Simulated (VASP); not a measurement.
# Sb2TeO2 (Pnnm) in VASP: notebook

Runs on Sb2TeO2. Level: PBE. Tasks: single point.

Program: VASP 6.6.1. These are calculated values, not measurements. Logs are shortened: lines on timing, memory, paths and dates and some standing lists are left out, and cuts for length are marked.

## (1) Starting point

It takes space group Pnnm (No. 58, orthorhombic). The conventional cell has a = 3.906 Å, b = 12.546 Å, c = 3.901 Å, α = 90.00°, β = 90.00°, γ = 90.00°. Sb (site symmetry m) has 4 O at 2.23 to 2.37 Å as nearest neighbours. Te (site symmetry 2/m) is surrounded by 8 Sb at 3.30 to 3.44 Å and 8 O at 3.67 to 3.72 Å. O (site symmetry m) has 4 Sb at 2.23 to 2.37 Å as nearest neighbours.

The cell was built by a generator and needn't be a form met in nature.

## (2) Single point, PBE

INCAR

```
SYSTEM = Sb2TeO2
ALGO     = Fast           ! electronic algorithm
EDIFF    = 1E-5           ! SCF threshold, eV
ENCUT    = 520            ! plane-wave cutoff, eV
GGA      = PE             ! functional
ISIF     = 2              ! what is computed and relaxed
ISMEAR   = 0              ! smearing method
LASPH    = .True.         ! aspherical terms in the spheres
LCHARG   = .False.        ! write CHGCAR
LREAL    = Auto         
LWAVE    = .False.        ! write WAVECAR
NELM     = 80             ! most SCF steps
PREC     = Normal         ! precision mode
SIGMA    = 0.15           ! smearing width, eV
```

KPOINTS

```
k-points
0
Gamma
  6 2 6
  0 0 0
```

POSCAR

```
Sb2TeO2
1.0
    3.9058100000      0.0000000000      0.0000000000
    0.0000000000     12.5464100000      0.0000000000
    0.0000000000      0.0000000000      3.9007200000
Sb Te O
4 2 4
Direct
    0.5321070000      0.1539610000      0.5000000000
    0.0321070000      0.3460390000      0.0000000000
    0.9678930000      0.6539610000      0.0000000000
    0.4678930000      0.8460390000      0.5000000000
    0.0000000000      0.0000000000      0.0000000000
    0.5000000000      0.5000000000      0.5000000000
    0.0110860000      0.2502090000      0.5000000000
    0.5110860000      0.2497910000      0.0000000000
    0.4889140000      0.7502090000      0.0000000000
    0.9889140000      0.7497910000      0.5000000000
```

Potentials or basis: VASP PAW PBE potentials, release 64 (Sb, Te, O).

Launch:

```console
> cat potpaw_PBE.64/Sb/POTCAR potpaw_PBE.64/Te/POTCAR potpaw_PBE.64/O/POTCAR > POTCAR
> mpirun -np 1 vasp_std > vasp.out
```

OUTCAR:

```text
SYSTEM = Sb2TeO2
   EDIFF = 1E-5
   ENCUT = 520
   GGA = PE
   ISIF = 2
   ISMEAR = 0
   LASPH = .True.
   LREAL = Auto
   NELM = 80
   PREC = Normal

 ion  position               nearest neighbor table
   1  0.532  0.154  0.500-   7 2.23   8 2.29   8 2.29   7 2.37   5 3.30   5 3.30   5 3.44   5 3.44
                             2 3.66   2 3.66   2 3.66   2 3.66
   2  0.032  0.346  0.000-   8 2.23   7 2.29   7 2.29   8 2.37   6 3.30   6 3.30   6 3.44   6 3.44
                             1 3.66   1 3.66   1 3.66   1 3.66
   3  0.968  0.654  0.000-   9 2.23  10 2.29  10 2.29   9 2.37   6 3.30   6 3.30   6 3.44   6 3.44
                             4 3.66   4 3.66   4 3.66   4 3.66
   4  0.468  0.846  0.500-  10 2.23   9 2.29   9 2.29  10 2.37   5 3.30   5 3.30   5 3.44   5 3.44
                             3 3.66   3 3.66   3 3.66   3 3.66
   5  0.000  0.000  0.000-   1 3.30   4 3.30   1 3.30   4 3.30   1 3.44   1 3.44   4 3.44   4 3.44

   6  0.500  0.500  0.500-   2 3.30   3 3.30   2 3.30   3 3.30   2 3.44   2 3.44   3 3.44   3 3.44

   7  0.011  0.250  0.500-   1 2.23   2 2.29   2 2.29   1 2.37
   8  0.511  0.250  0.000-   2 2.23   1 2.29   1 2.29   2 2.37
   9  0.489  0.750  0.000-   3 2.23   4 2.29   4 2.29   3 2.37
  10  0.989  0.750  0.500-   4 2.23   3 2.29   3 2.29   4 2.37

  LATTYP: Found a simple orthorhombic cell.
 ALAT       =     3.9007200000
 B/A-ratio  =     1.0013048873
 C/A-ratio  =     3.2164344019

  Lattice vectors:

 A1 = (   0.0000000000,   0.0000000000,   3.9007200000)
 A2 = (   3.9058100000,   0.0000000000,   0.0000000000)
 A3 = (   0.0000000000,  12.5464100000,   0.0000000000)

Analysis of symmetry for initial positions (statically):
=====================================================================
 Subroutine PRICEL returns:
 Original cell was already a primitive cell.

 Routine SETGRP: Setting up the symmetry group for a
 simple orthorhombic supercell.

 Subroutine GETGRP returns: Found  8 space group operations
 (whereof  4 operations were pure point group operations)
 out of a pool of  8 trial point group operations.

The static configuration has the point symmetry C_2h.
 The point group associated with its full space group is D_2h.

Analysis of symmetry for dynamics (positions and initial velocities):
=====================================================================
 Subroutine PRICEL returns:
 Original cell was already a primitive cell.

 Routine SETGRP: Setting up the symmetry group for a
 simple orthorhombic supercell.

 Subroutine GETGRP returns: Found  8 space group operations
 (whereof  4 operations were pure point group operations)
 out of a pool of  8 trial point group operations.

The dynamic configuration has the point symmetry C_2h.
 The point group associated with its full space group is D_2h.

 Subroutine INISYM returns: Found  8 space group operations
 (whereof  4 operations are pure point group operations),
 and found     1 'primitive' translations

----------------------------------------------------------------------------------------

                                     Primitive cell

  volume of cell :     191.1505

  direct lattice vectors                    reciprocal lattice vectors
     3.905810000  0.000000000  0.000000000     0.256028839  0.000000000  0.000000000
     0.000000000 12.546410000  0.000000000     0.000000000  0.079704075  0.000000000
     0.000000000  0.000000000  3.900720000     0.000000000  0.000000000  0.256362928

  length of vectors
     3.905810000 12.546410000  3.900720000     0.256028839  0.079704075  0.256362928

  position of ions in fractional coordinates (direct lattice)
     0.532107000  0.153961000  0.500000000
     0.032107000  0.346039000  0.000000000
     0.967893000  0.653961000  0.000000000
     0.467893000  0.846039000  0.500000000
     0.000000000  0.000000000  0.000000000
     0.500000000  0.500000000  0.500000000
     0.011086000  0.250209000  0.500000000
     0.511086000  0.249791000  0.000000000
     0.488914000  0.750209000  0.000000000
     0.988914000  0.749791000  0.500000000

  ion indices of the primitive-cell ions
   primitive index   ion index
                 1           1
                 2           2
                 3           3
                 4           4
                 5           5
                 6           6
                 7           7
                 8           8
                 9           9
                10          10

----------------------------------------------------------------------------------------

 KPOINTS: k-points

Automatic generation of k-mesh.
 Grid dimensions read from file:
 generate k-points for:    6    2    6

 Generating k-lattice:

  Cartesian coordinates                     Fractional coordinates (reciprocal lattice)
     0.042671473  0.000000000  0.000000000     0.166666667  0.000000000  0.000000000
     0.000000000  0.039852037  0.000000000     0.000000000  0.500000000  0.000000000
     0.000000000  0.000000000  0.042727155     0.000000000  0.000000000  0.166666667

  Length of vectors
     0.042671473  0.039852037  0.042727155

  Shift w.r.t. Gamma in fractional coordinates (k-lattice)
     0.000000000  0.000000000  0.000000000

 Subroutine IBZKPT returns following result:
 ===========================================

 Found     32 irreducible k-points:

 Following reciprocal coordinates:
            Coordinates               Weight
  0.000000  0.000000  0.000000      1.000000
  0.166667  0.000000  0.000000      2.000000
  0.333333  0.000000  0.000000      2.000000
  0.500000  0.000000  0.000000      1.000000
  0.000000  0.500000  0.000000      1.000000
  0.166667  0.500000  0.000000      2.000000
[... 16 lines left out ...]
  0.333333  0.500000  0.333333      4.000000
  0.500000  0.500000  0.333333      2.000000
 [... further k-points ...]
   k-points           NKPTS =     32   k-points in BZ     NKDIM =     32   number of bands    NBANDS=     34
   number of dos      NEDOS =    301   number of ions     NIONS =     10
   total plane-waves  NPLWV =  40320
   dimension x,y,z NGX =    24 NGY =   70 NGZ =   24
   dimension x,y,z NGXF=    48 NGYF=  140 NGZF=   48
   ions per type =               4   2   4
   NGX,Y,Z   is equivalent  to a cutoff of  10.22,  9.28, 10.23 a.u.
   NGXF,Y,Z  is equivalent  to a cutoff of  20.43, 18.55, 20.46 a.u.
 SYSTEM =  Sb2TeO2
   PREC   = normal    normal or accurate (medium, high low for compatibility)
   ISTART =      0    job   : 0-new  1-cont  2-samecut
   ICHARG =      2    charge: 1-file 2-atom 10-const
   ISPIN  =      1    spin polarized calculation?
   LNONCOLLINEAR =      F non collinear calculations
   LSORBIT =      F    spin-orbit coupling
   LASPH  =      T    aspherical Exc in radial PAW
   ENCUT  =  520.0 eV  38.22 Ry    6.18 a.u.   7.26 23.33  7.25*2*pi/ulx,y,z
   NELM   =     80;   NELMIN=  2; NELMDL= -5     # of ELM steps
   EDIFF  = 0.1E-04   stopping-criterion for ELM
   LREAL  =      T    real-space projection
   EDIFFG = 0.1E-03   stopping-criterion for IOM
   NSW    =      0    number of steps for IOM
   IBRION =     -1    ionic relax: 0-MD 1-quasi-New 2-CG
   NFREE  =      0    steps in history (QN), initial steepest desc. (CG)
   ISIF   =      2    stress and relaxation
   ISYM   =      2    0-nonsym 1-usesym 2-fastsym
   POTIM  = 0.5000    time-step for ionic-motion
   TEBEG  =    0.0;   TEEND  =   0.0 temperature during run
   PSTRESS=    0.0 pullay stress
   NELECT =      56.0000    total number of electrons
   NUPDOWN=      -1.0000    fix difference up-down
   EMIN   =  10.00;   EMAX   =-10.00  energy-range for DOS
   EFERMI =   0.00;   METHOD = LEGACY
   ISMEAR =     0;   SIGMA  =   0.15  broadening in eV -4-tet -1-fermi 0-gaus
   EFERMI_NEDOS =   21; number of points for ismear=-14 and -15
   IALGO  =     68    algorithm
   IMIX   =      4    mixing-type and parameters
     AMIX     =   0.40;   BMIX     =  1.00
     AMIX_MAG =   1.60;   BMIX_MAG =  1.00
  volume/ion in A,a.u.               =      19.12       128.99
  Fermi-wavevector in a.u.,A,eV,Ry     =   1.087291  2.054682 16.084825  1.182201
  Thomas-Fermi vector in A             =   2.223447
   LORBIT       =      0    0 simple, 1 ext, 2 COOP (PROOUT), +10 PAW based schemes
   GGA     = PE    functional components
   LHFCALC =     F    Hartree Fock is set to
   AEXX    =    0.0000 exact exchange contribution
   IVDW    =     0    specifies the selected vdW correction
   LEPSILON=     F    determine dielectric tensor
   LRPA    =     F    only Hartree local field effects (RPA)
 non-spin polarized calculation
 RMM-DIIS sequential band-by-band and
 Gauss-broadening in eV      SIGMA  =   0.15
  energy-cutoff  :      520.00
  volume of cell :      191.15
 maximum number of plane-waves:      5172
   NGX = 15   NGY = 47   NGZ = 15

 number of electron      56.0000032 magnetization

 Free energy of the ion-electron system (eV)
  ---------------------------------------------------
  ext. energy  EPLUGINS =         0.00000000
  ---------------------------------------------------
  free energy    TOTEN  =       -50.49970666 eV

  energy without entropy =      -50.48829137  energy(sigma->0) =      -50.49399902

 E-fermi :   8.0174     XC(G=0): -10.3581

 val. band max:        8.0167799633   @ k =   0.0000   0.0000   0.5000
 cond. band min:       8.0188419173   @ k =   0.0000   0.5000   0.5000
 fundamental gap:      0.0020619539
 Fermi energy:         8.0173670153

 k-point     1 :       0.0000    0.0000    0.0000
  band No.  band energies     occupation
      1     -12.4734      2.00000
      2     -12.4662      2.00000
      3     -10.4832      2.00000
      4     -10.4829      2.00000
      5      -4.4461      2.00000
      6      -3.8673      2.00000
[... 26 lines left out ...]
     33       9.6957      0.00000
     34      11.2920      0.00000
[... 820 lines left out ...]
      4     -11.2987      2.00000
      5      -2.5910      2.00000
      6      -2.5910      2.00000
[... 26 lines left out ...]
     33      10.4722      0.00000
     34      10.4726      0.00000

 [... further k-points ...]

------------------------ aborting loop because EDIFF is reached ----------------------------------------

  FORCE on cell =-STRESS in cart. coord.  units (eV):
  Direction    XX          YY          ZZ          XY          YZ          ZX
  --------------------------------------------------------------------------------------
  -------------------------------------------------------------------------------------
  Total       -0.0156744     -0.0309314      0.0408566      0.0000000      0.0000000      0.0000000
  in kB       -0.1313787     -0.2592593      0.3424502      0.0000000      0.0000000      0.0000000
  external PRESSURE =      -0.0160626 kB  Pullay stress =       0.0000000 kB

 VOLUME and BASIS-vectors are now :
 -----------------------------------------------------------------------------
  energy-cutoff  :      520.00
  volume of cell :      191.15
      direct lattice vectors                 reciprocal lattice vectors
     3.905810000  0.000000000  0.000000000     0.256028839  0.000000000  0.000000000
     0.000000000 12.546410000  0.000000000     0.000000000  0.079704075  0.000000000
     0.000000000  0.000000000  3.900720000     0.000000000  0.000000000  0.256362928

 POSITION                                       TOTAL-FORCE (eV/Angst)
 -----------------------------------------------------------------------------------
      2.07831      1.93166      1.95036         0.002891      0.004260      0.000000
      0.12540      4.34155      0.00000         0.002891     -0.004260      0.000000
      3.78041      8.20486      0.00000        -0.002891      0.004260      0.000000
      1.82750     10.61475      1.95036        -0.002891     -0.004260      0.000000
      0.00000      0.00000      0.00000         0.000000      0.000000      0.000000
      1.95290      6.27320      1.95036         0.000000      0.000000      0.000000
      0.04330      3.13922      1.95036        -0.006172     -0.003481      0.000000
      1.99620      3.13398      0.00000        -0.006172      0.003481      0.000000
      1.90961      9.41243      0.00000         0.006172     -0.003481     -0.000000
      3.86251      9.40719      1.95036         0.006172      0.003481      0.000000
 -----------------------------------------------------------------------------------
    total drift:                                0.000000      0.000000      0.000000

  FREE ENERGIE OF THE ION-ELECTRON SYSTEM (eV)
  ---------------------------------------------------
  free  energy   TOTEN  =       -50.4997066569 eV

  energy  without entropy=      -50.4882913744  energy(sigma->0) =      -50.49399902
```

Wall time 2.1 min (1 thread of Intel Xeon Platinum 8488C (Sapphire Rapids), shared host); peak memory 0.27 GiB.

What came out:

```yaml
Free_energy: -50.4997 eV
Pressure: 0.0 GPa
Largest_force: 0.007 eV/Å
Band_gap_on_the_k_mesh: none (metal or under the smearing width)
```

Forces on the atoms (eV/Å):
```
Sb   0.003  0.004  0.000
Sb   0.003 -0.004  0.000
Sb  -0.003  0.004  0.000
Sb  -0.003 -0.004  0.000
Te   0.000  0.000  0.000
Te   0.000  0.000  0.000
O   -0.006 -0.003  0.000
O   -0.006  0.003  0.000
O    0.006 -0.003  0.000
O    0.006  0.003  0.000
```

The run has no spin-orbit coupling, so splittings on Sb, Te are missing.

## (3) Single point, PBE

This run uses another cell than the first one, of 19.05 Å³/atom, 0.997 times its volume.

INCAR is that of step 2.

KPOINTS

```
k-points
0
Gamma
  6 6 6
  0 0 0
```

POSCAR

```
Sb2TeO2
1.0
   -1.9481700000      1.9481700000      6.2754200000
    1.9481700000     -1.9481700000      6.2754200000
    3.8963400000      3.8963400000    -12.5508400000
Sb Te O
4 2 4
Direct
    0.6539110000      0.6539110000      0.0000000000
    0.6539110000      0.6539110000      0.5000000000
    0.3460890000      0.3460890000      0.0000000000
    0.3460890000      0.3460890000      0.5000000000
    0.0000000000      0.0000000000      0.0000000000
    0.0000000000      0.0000000000      0.5000000000
    0.2500000000      0.7500000000      0.2500000000
    0.2500000000      0.7500000000      0.7500000000
    0.7500000000      0.2500000000      0.2500000000
    0.7500000000      0.2500000000      0.7500000000
```

Potentials or basis: VASP PAW PBE potentials, release 64 (Sb, Te, O).

Launch:

```console
> cat potpaw_PBE.64/Sb/POTCAR potpaw_PBE.64/Te/POTCAR potpaw_PBE.64/O/POTCAR > POTCAR
> mpirun -np 1 vasp_std > vasp.out
```

Run time: 10 min. Hardware: 1 thread of Intel Xeon Platinum 8488C (Sapphire Rapids), shared host; peak memory 0.47 GiB.

It converged, with:

* Free energy: -50.5028 eV
* Pressure: 0.0 GPa
* Largest force: 0.015 eV/Å
* Band gap on the k mesh: none (metal or under the smearing width)

Forces in eV/Å, atoms in the order of the input:
```
Sb   0.000  0.000  0.015
Sb   0.000  0.000  0.015
Sb   0.000  0.000 -0.015
Sb   0.000  0.000 -0.015
Te   0.000  0.000  0.000
Te   0.000  0.000  0.000
O    0.000  0.000  0.000
O    0.000  0.000  0.000
O    0.000  0.000  0.000
O    0.000  0.000  0.000
```

Stress tensor (GPa, compression positive):
```
-0.04  0.00  0.00
 0.00 -0.04  0.00
 0.00  0.00  0.11
```

Levels at points of the mesh, in eV from the Fermi level:
```tsv
k point	band 25	band 26	band 27	band 28	band 29	band 30	band 31	band 32
(0.00, 0.00, 0.00)	-1.80	-1.43	-1.38	-1.38	-0.46	-0.24	2.18	2.41
(0.50, 0.00, 0.00)	-0.63	-0.63	0.07	0.07	1.91	1.91	2.32	2.32
(0.50, 0.50, 0.00)	-1.43	-1.05	-0.88	-0.88	-0.46	0.33	1.57	1.57
(0.00, 0.00, 0.50)	-1.21	-1.21	-0.55	-0.55	0.35	0.35	1.38	1.38
(0.50, 0.00, 0.50)	-1.77	-1.77	-0.63	-0.63	1.11	1.11	1.71	1.71
(0.50, 0.50, 0.50)	-2.22	-2.22	-0.72	-0.72	1.99	1.99	2.06	2.06
```

The run has no spin-orbit coupling, so splittings on Sb, Te are missing.
